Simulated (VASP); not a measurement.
All values below come from vdW-DF2, VASP's PBE PAW potentials (set 64) (plane waves; VASP 6.6.1).

A VASP calculation is set up with these files.

### INCAR
```
AGGAC  =  0.0
ALGO  =  Normal
EDIFF  =  1E-7
ENCUT  =  520
GGA  =  ML
ISIF  =  2
ISMEAR  =  -5
LASPH  =  .TRUE.
LCHARG  =  .TRUE.
LMAXMIX  =  4
LORBIT  =  11
LREAL  =  .FALSE.
LUSE_VDW  =  .TRUE.
LWAVE  =  .FALSE.
NEDOS  =  601
NELM  =  100
PREC  =  Accurate
SYSTEM  =  PbSe
ZAB_VDW  =  -1.8867
```

File KPOINTS:
```
Automatic mesh
0
Gamma
8 8 8
0 0 0
```

### POSCAR
```
PbSe
1
    0.0000000000     3.2033818511     3.2033818511
    3.2033818511     0.0000000000     3.2033818511
    3.2033818511     3.2033818511     0.0000000000
Pb Se
1 1
Direct
  0.0000000000   0.0000000000   0.0000000000
  0.5000000000   0.5000000000   0.5000000000
```

POTCAR, in this order: Pb_d Se (PBE.64 set). Program: vasp_std.

Unless said otherwise, spin-orbit coupling is left out, though it shifts the bands of the heavy elements here.

Q: Estimate the energy per atom (σ→0), band gap (on the k-mesh).

A: 
```yaml
energy per atom (σ→0): -1.540 eV/atom
band gap (on the k-mesh): 0.66 eV
```

**OSZICAR**
```
...
DAV:   7    -0.307931579312E+01   -0.18890E-02   -0.15866E-01   848   0.220E+00    0.718E-01
DAV:   8    -0.308164934582E+01   -0.23336E-02   -0.18878E-02   830   0.164E+00    0.202E-01
DAV:   9    -0.308081948233E+01    0.82986E-03   -0.34928E-03  1132   0.521E-01    0.894E-02
DAV:  10    -0.308090492622E+01   -0.85444E-04   -0.36630E-04   830   0.185E-01    0.250E-02
DAV:  11    -0.308091549947E+01   -0.10573E-04   -0.30423E-05   854   0.679E-02    0.441E-03
DAV:  12    -0.308091642826E+01   -0.92879E-06   -0.23097E-06  1022   0.195E-02    0.969E-04
DAV:  13    -0.308091652451E+01   -0.96249E-07   -0.11998E-07   636   0.365E-03
   1 F= -.30809165E+01 E0= -.30809165E+01  d E =0.000000E+00
```

The compound is PbSe in the rock salt structure. It was relaxed first, which changed the volume by +15 %.
